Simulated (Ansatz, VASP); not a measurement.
# Cross-check of KAg between VASP and Ansatz, part 3 of 3

One calculation is typed for both programs; each brings its own data sets. How far apart do they land? The cell is generated by rule, not measured, and may not be a known phase. The cell is taken from a series of runs on this material, whose earlier steps may have relaxed, scaled, displaced or heated it; both programs get it as it stands.

VASP 6.6.1 and Ansatz 0.2.0.

So far: The starting structure; Ansatz: zone-centre phonons, PBEsol; VASP: zone-centre phonons, PBEsol.

### Step 3. VASP: zone-centre phonons, PBEsol (continued)

Level of this step: PBEsol; plane waves and PAW (K_sv, Ag); invented cell (VASP).

Numbers of over 12 decimals in the logs are rounded to 6 here.

OUTCAR, selected parts (step 3):

```text
ion  position               nearest neighbor table
   1  0.250  0.500  0.780-   3 3.31   3 3.31   4 3.45   4 3.45   4 3.45   4 3.45   2 3.77   2 3.77

  LATTYP: Found a simple orthorhombic cell.
 ALAT       =     4.3136594518
 B/A-ratio  =     1.1300788257
 C/A-ratio  =     1.5162561802

 Subroutine GETGRP returns: Found  8 space group operations
 (whereof  4 operations were pure point group operations)

The static configuration has the point symmetry C_2h.
 The point group associated with its full space group is D_2h.

 Found    100 irreducible k-points:

   k-points           NKPTS =    100   k-points in BZ     NKDIM =    100   number of bands    NBANDS=     26

   dimension x,y,z NGX =    36 NGY =   32 NGZ =   48
   dimension x,y,z NGXF=    72 NGYF=   64 NGZF=   96

   ENCUT  =  500.0 eV  36.75 Ry    6.06 a.u.   8.89  7.86 11.93*2*pi/ulx,y,z

   NELECT =      40.0000    total number of electrons

 k-points in reciprocal lattice and weights: Automatic mesh
   0.00000000  0.00000000  0.00000000       0.003
   0.12500000  0.00000000  0.00000000       0.005
   0.25000000  0.00000000  0.00000000       0.005
   0.37500000  0.00000000  0.00000000       0.005
   0.50000000  0.00000000  0.00000000       0.003
   0.00000000  0.12500000  0.00000000       0.005
   0.12500000  0.12500000  0.00000000       0.010
   0.25000000  0.12500000  0.00000000       0.010
   0.37500000  0.12500000  0.00000000       0.010
[...]
0.37500000  0.50000000  0.50000000       0.005
   0.50000000  0.50000000  0.50000000       0.003

 average (electrostatic) potential at core
       1 -36.2270       2 -36.2270       3 -76.7892       4 -76.7892

  Total        0.0021830      0.0138975      0.0091831      0.0000000      0.0000000     -0.0000000
  in kB        0.0254296      0.1618933      0.1069745      0.0000000      0.0000000     -0.0000000
  external PRESSURE =       0.0980991 kB  Pullay stress =       0.0000000 kB

  energy-cutoff  :      500.00
  volume of cell :      137.54
      direct lattice vectors                 reciprocal lattice vectors
     4.874775208  0.000000000  0.000000000     0.205137664  0.000000000  0.000000000
     0.000000000  4.313659452  0.000000000     0.000000000  0.231821731  0.000000000
     0.000000000  0.000000000  6.540612803     0.000000000  0.000000000  0.152890873

 POSITION                                       TOTAL-FORCE (eV/Angst)
 -----------------------------------------------------------------------------------
      1.21869      2.15683      5.10406        -0.000000     -0.000000      0.003758
      3.65608      2.15683      1.43655         0.000000     -0.000000     -0.003758
      1.21869      0.00000      2.59295         0.000000     -0.000000     -0.000015
      3.65608      0.00000      3.94767        -0.000000      0.000000      0.000015
 -----------------------------------------------------------------------------------
    total drift:                                0.000000      0.000000      0.000000

 Eigenvectors and eigenvalues of the dynamical matrix
 ----------------------------------------------------

   1 f  =    4.050153 THz    25.447863 2PiTHz  135.098566 cm-1    16.750080 meV
             X         Y         Z           dx          dy          dz
      1.218694  2.156830  5.104061    -0.310013    0.000000   -0.000000
      3.656081  2.156830  1.436552     0.310013   -0.000000    0.000000
      1.218694  0.000000  2.592947    -0.635525   -0.000000    0.000000
      3.656081  0.000000  3.947666     0.635525   -0.000000    0.000000

   2 f  =    3.668445 THz    23.049522 2PiTHz  122.366165 cm-1    15.171464 meV
             X         Y         Z           dx          dy          dz
      1.218694  2.156830  5.104061    -0.000000    0.000000    0.694351
      3.656081  2.156830  1.436552     0.000000    0.000000   -0.694351
      1.218694  0.000000  2.592947    -0.000000   -0.000000   -0.133703
      3.656081  0.000000  3.947666     0.000000   -0.000000    0.133703

   3 f  =    3.269392 THz    20.542198 2PiTHz  109.055190 cm-1    13.521114 meV
             X         Y         Z           dx          dy          dz
      1.218694  2.156830  5.104061    -0.000000    0.606767   -0.000000
      3.656081  2.156830  1.436552    -0.000000    0.606767   -0.000000
      1.218694  0.000000  2.592947     0.000000   -0.363090    0.000000
      3.656081  0.000000  3.947666     0.000000   -0.363090    0.000000

   4 f  =    2.881054 THz    18.102196 2PiTHz   96.101616 cm-1    11.915076 meV
             X         Y         Z           dx          dy          dz
      1.218694  2.156830  5.104061     0.635525   -0.000000   -0.000000
      3.656081  2.156830  1.436552    -0.635525    0.000000   -0.000000
      1.218694  0.000000  2.592947    -0.310013    0.000000    0.000000
      3.656081  0.000000  3.947666     0.310013    0.000000    0.000000

   5 f  =    2.753493 THz    17.300708 2PiTHz   91.846645 cm-1    11.387528 meV
             X         Y         Z           dx          dy          dz
      1.218694  2.156830  5.104061    -0.000000    0.000000   -0.606379
      3.656081  2.156830  1.436552    -0.000000   -0.000000   -0.606379
      1.218694  0.000000  2.592947     0.000000    0.000000    0.363737
      3.656081  0.000000  3.947666     0.000000   -0.000000    0.363737

   6 f  =    2.730760 THz    17.157871 2PiTHz   91.088350 cm-1    11.293511 meV
             X         Y         Z           dx          dy          dz
      1.218694  2.156830  5.104061    -0.606646    0.000000    0.000000
      3.656081  2.156830  1.436552    -0.606646   -0.000000    0.000000
      1.218694  0.000000  2.592947     0.363291    0.000000   -0.000000
      3.656081  0.000000  3.947666     0.363291    0.000000   -0.000000

   7 f  =    2.582556 THz    16.226678 2PiTHz   86.144796 cm-1    10.680589 meV
             X         Y         Z           dx          dy          dz
      1.218694  2.156830  5.104061     0.000000    0.683503    0.000000
      3.656081  2.156830  1.436552     0.000000   -0.683503    0.000000
      1.218694  0.000000  2.592947    -0.000000    0.181173   -0.000000
      3.656081  0.000000  3.947666    -0.000000   -0.181173   -0.000000

   8 f  =    2.286394 THz    14.365835 2PiTHz   76.265885 cm-1     9.455760 meV
             X         Y         Z           dx          dy          dz
      1.218694  2.156830  5.104061    -0.000000    0.000000   -0.133703
      3.656081  2.156830  1.436552    -0.000000   -0.000000    0.133703
      1.218694  0.000000  2.592947    -0.000000   -0.000000   -0.694351
      3.656081  0.000000  3.947666     0.000000    0.000000    0.694351

   9 f  =    1.796459 THz    11.287485 2PiTHz   59.923421 cm-1     7.429554 meV
             X         Y         Z           dx          dy          dz
      1.218694  2.156830  5.104061    -0.000000   -0.181173   -0.000000
      3.656081  2.156830  1.436552     0.000000    0.181173    0.000000
      1.218694  0.000000  2.592947    -0.000000    0.683503   -0.000000
      3.656081  0.000000  3.947666    -0.000000   -0.683503    0.000000

  10 f/i=    0.004443 THz     0.027919 2PiTHz    0.148216 cm-1     0.018376 meV
             X         Y         Z           dx          dy          dz
      1.218694  2.156830  5.104061     0.000000   -0.000000    0.363737
      3.656081  2.156830  1.436552     0.000000   -0.000000    0.363737
      1.218694  0.000000  2.592947     0.000000   -0.000000    0.606379
      3.656081  0.000000  3.947666     0.000000   -0.000000    0.606379

  11 f/i=    0.006417 THz     0.040318 2PiTHz    0.214041 cm-1     0.026538 meV
             X         Y         Z           dx          dy          dz
      1.218694  2.156830  5.104061    -0.363291    0.000000    0.000000
      3.656081  2.156830  1.436552    -0.363291    0.000000    0.000000
      1.218694  0.000000  2.592947    -0.606646    0.000000    0.000000
      3.656081  0.000000  3.947666    -0.606646    0.000000    0.000000

  12 f/i=    0.008765 THz     0.055075 2PiTHz    0.292384 cm-1     0.036251 meV
             X         Y         Z           dx          dy          dz
      1.218694  2.156830  5.104061    -0.000000   -0.363090   -0.000000
      3.656081  2.156830  1.436552    -0.000000   -0.363090   -0.000000
      1.218694  0.000000  2.592947    -0.000000   -0.606767   -0.000000
      3.656081  0.000000  3.947666    -0.000000   -0.606767   -0.000000

 ELASTIC MODULI CONTR FROM IONIC RELAXATION (kBar)
 Direction    XX          YY          ZZ          XY          YZ          ZX
 --------------------------------------------------------------------------------
 XX         -54.8570    -38.4405    -77.0497      0.0000      0.0000      0.0000
 YY         -38.4405    -78.0565    -91.8830      0.0000      0.0000      0.0000
 ZZ         -77.0497    -91.8830   -136.3064      0.0000      0.0000      0.0000
 XY           0.0000      0.0000      0.0000      0.0000      0.0000      0.0000
 YZ           0.0000      0.0000      0.0000      0.0000   -172.7024      0.0000
 ZX           0.0000      0.0000      0.0000      0.0000      0.0000    -28.7144
 --------------------------------------------------------------------------------
```

### Step 4. Side by side

Known differences besides the potentials themselves: the data sets hold 56 valence electrons in Ansatz (on its default PAW (the set named soft_2) files) and 40 in VASP; the cutoff is 420 eV in Ansatz and 500 eV in VASP; Ansatz makes its cores anew for this functional, VASP keeps those of its PBE data sets. Total energies have different zeros and are not compared.

Compared:

```csv
quantity,Ansatz,VASP,difference
optical mode 1 (cm⁻¹),60.0,59.9,+0.08 %
optical mode 2 (cm⁻¹),76.5,76.3,+0.28 %
optical mode 3 (cm⁻¹),85.5,86.1,-0.81 %
optical mode 4 (cm⁻¹),90.6,91.1,-0.57 %
optical mode 5 (cm⁻¹),91.1,91.8,-0.82 %
optical mode 6 (cm⁻¹),95.8,96.1,-0.32 %
optical mode 7 (cm⁻¹),108.5,109.1,-0.48 %
optical mode 8 (cm⁻¹),121.6,122.4,-0.59 %
optical mode 9 (cm⁻¹),135.1,135.1,+0.02 %
```

Modes are paired by rising frequency, not by their patterns, so a pair may set unlike modes beside each other; they are those without the splitting of longitudinal modes.

### Step 5. What came out

| Item | Value |
| --- | --- |
| r.m.s. difference of the optical zone-centre modes, each program's sorted by frequency (zone-centre phonons, PBEsol) | 0.50 cm⁻¹ |
| difference in optical mode 5 (zone-centre phonons, PBEsol) | -0.8 % |

**Reading.** The r.m.s. difference of the optical zone-centre modes, each program's sorted by frequency is 0.50 cm⁻¹ (zone-centre phonons, PBEsol). The data sets hold unlike numbers of valence electrons (56 in Ansatz and 40 in VASP), so part of the differences comes from the potentials. Among the rows given in per cent, the largest difference of the zone-centre phonons, PBEsol pair is in optical mode 5, -0.8 %. Such differences can come from data sets, numerical settings and the points named under the comparisons, not from the functional's error against experiment.

[Lines on the potential files, build, host, timing and source positions are cut from VASP's logs without a mark.]

[Logs are printed without paths, hosts, clocks, repeated set-up lines and the standing remarks that a program may print on its own settings, such as how far it seeks lower states.]

[Hosts, paths, dates, database ids (printed as entryN), source tags and the programs' standing remarks are cut or masked in the printed files.]
